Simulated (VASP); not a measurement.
Input:

```yaml
crystal:
  lattice:
    - [0.00000, 1.88324, 1.88324]
    - [1.88324, 0.00000, 1.88324]
    - [1.88324, 1.88324, 0.00000]
  atoms:
    - { symbol: Ir, position: [0.00000, 0.00000, 0.00000] }
```

Level of theory: vdW-DF-cx, VASP's PBE PAW potentials (set 64) (plane waves; VASP). Run with 520 eV cut-off, 16×16×16 Γ-centred mesh, first-order Methfessel-Paxton smearing of 0.10 eV, potentials Ir.

### Question
Give the stress tensor in GPa (positive for a compressed cell).

### Answer

```
28.03   0.00   0.00
 0.00  28.03   0.00
 0.00   0.00  28.03
```
The pressure is its mean diagonal, 28.03 GPa.

The compound is Ir in the fcc structure. This cell is one point of a volume scan, at 0.94 of the reference volume.
